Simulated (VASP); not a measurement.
# BBrCl₂: convergence, harmonic vibrations of a molecule

BBrCl₂, molecule in box, 4 atoms in the cell. PBE, harmonic vibrations; PAW potentials Cl, B, Br (PBE set). VASP 6.6.1.

Wanted: frequencies followed through the series within 10 cm⁻¹; zero-point energy within 0.003 eV.

The series start from Force threshold of the relaxation (eV/Å): -0.005; Electronic threshold EDIFF (eV): 1e-7; Cutoff ENCUT (eV): 350; Displacements per direction (NFREE): 2; Displacement POTIM (Å): 0.015; Method: IBRION 5; Precision mode and projectors: Accurate. Each series keeps the choices made before it, and each single choice may use up half of a tolerance. Times cover all steps of a run.

## Force threshold of the relaxation (eV/Å)

| Force threshold of the relaxation (eV/Å) | Frequencies followed through the series, largest deviation (cm⁻¹) | Zero-point energy (eV) | Time (s) |
|---|---|---|---|
| -0.05 | 0 | 0.1870 | 643 |
| -0.02 | 0 | 0.1870 | 718 |
| -0.01 | 0 | 0.1870 | 626 |
| -0.005 | 0 | 0.1870 | 695 |
| -0.002 (reference) | 0 | 0.1870 | 649 |

Chosen: -0.05, the loosest value from which every tighter one stays within half of the tolerance.

## Electronic threshold EDIFF (eV)

| Electronic threshold EDIFF (eV) | Frequencies followed through the series, largest deviation (cm⁻¹) | Zero-point energy (eV) | Time (s) |
|---|---|---|---|
| 0.0001 | 14 | 0.1845 | 299 |
| 1e-5 | 1 | 0.1869 | 453 |
| 1e-6 | 0 | 0.1870 | 679 |
| 1e-7 | 0 | 0.1870 | 643 |
| 1e-8 (reference) | 0 | 0.1870 | 872 |

Chosen: 1e-5.

## Cutoff ENCUT (eV)

| Cutoff ENCUT (eV) | Frequencies followed through the series, largest deviation (cm⁻¹) | Zero-point energy (eV) | Time (s) |
|---|---|---|---|
| 300 | 1 | 0.1871 | 274 |
| 350 | 1 | 0.1869 | 453 |
| 400 | 1 | 0.1869 | 386 |
| 450 | 0 | 0.1870 | 531 |
| 500 (reference) | 0 | 0.1869 | 585 |

Chosen: 300.

## Displacements per direction (NFREE)

| Displacements per direction (NFREE) | Frequencies followed through the series, largest deviation (cm⁻¹) | Zero-point energy (eV) | Time (s) |
|---|---|---|---|
| 1 | 4 | 0.1869 | 194 |
| 2 | 1 | 0.1871 | 274 |
| 4 (reference) | 0 | 0.1872 | 477 |

Chosen: 1.

## Displacement POTIM (Å)

| Displacement POTIM (Å) | Frequencies followed through the series, largest deviation (cm⁻¹) | Zero-point energy (eV) | Time (s) |
|---|---|---|---|
| 0.015 | 0 | 0.1869 | 194 |
| 0.005 | 18 | 0.1854 | 168 |
| 0.03 | 3 | 0.1867 | 266 |
| 0.06 | 9 | 0.1864 | 288 |

Chosen: 0.015; no other choice that stays within half of the tolerance saves 30 % of the time.

## All choices together

| Input | Frequencies followed through the series, largest deviation (cm⁻¹) | Zero-point energy (eV) | Time (s) |
|---|---|---|---|
| EDIFF, PREC and one displacement a direction left to chance (naive) | 3 | 0.1868 | 191 |
| chosen settings | 4 | 0.1869 | 194 |
| reference settings throughout | 0 | 0.1870 | 2715 |

The tolerance is met.

Values of the reference run: Frequencies followed through the series: 934.4, 850.8, 417.8, 397.7, 214.6, 201.7 cm⁻¹.

## The input

INCAR.step1:
```
  PREC = Accurate
  ENCUT = 300
  EDIFF = 1E-8
  ISMEAR = 0
  SIGMA = 0.01
  ISYM = 0
  LREAL = F
  LASPH = T
  NELM = 100
  ALGO = Normal
  LWAVE = F
  LCHARG = F
  IBRION = 2
  NSW = 60
  ISIF = 2
  EDIFFG = -0.05
  POTIM = 0.5
```

INCAR.step2:
```
  PREC = Accurate
  ENCUT = 300
  EDIFF = 1E-5
  ISMEAR = 0
  SIGMA = 0.01
  ISYM = 0
  LREAL = F
  LASPH = T
  NELM = 100
  ALGO = Normal
  LWAVE = F
  LCHARG = F
  IBRION = 5
  NFREE = 1
  POTIM = 0.015
  NSW = 1
```

KPOINTS:
```
k-points
0
Gamma
  1 1 1
```

POSCAR.step1:
```
BBrCl2
1.0
   11.0000000000      0.0000000000      0.0000000000
    0.0000000000     12.0000000000      0.0000000000
    0.0000000000      0.0000000000     12.0000000000
Cl B Br
2 1 1
Direct
    0.5734636400      0.5859208300      0.6152666700
    0.5609363600      0.3904875000      0.4589000000
    0.5239272700      0.5272458300      0.4912083300
    0.4289000000      0.6130125000      0.3904000000
```

Commands (each step's output is kept before the next begins):
```
cat potpaw_PBE.64/Cl/POTCAR potpaw_PBE.64/B/POTCAR potpaw_PBE.64/Br/POTCAR > POTCAR
cp INCAR.step1 INCAR
cp POSCAR.step1 POSCAR
mpirun -np 4 vasp_gam > vasp.out
cp CONTCAR POSCAR
cp INCAR.step2 INCAR
mpirun -np 4 vasp_gam > vasp.out
```

The naive input happens to agree within the tolerance here, in 191 s.

The chosen input took VASP 6.6.1 194 s on 4 cores (Intel Xeon Platinum 8259CL @ 2.50GHz (Skylake/Cascade Lake)), a shared host.

## An input that fails: atoms not relaxed before the vibrations

It runs to its end, but against the unchanged starting input it is off by 22 cm⁻¹ in the frequencies followed through the series, 0.0026 eV in the zero-point energy.

Changes against the starting input:
```
(step 1)
- NSW = 60
- EDIFFG = -0.005
+ NSW = 1
+ EDIFFG = -0.5
```
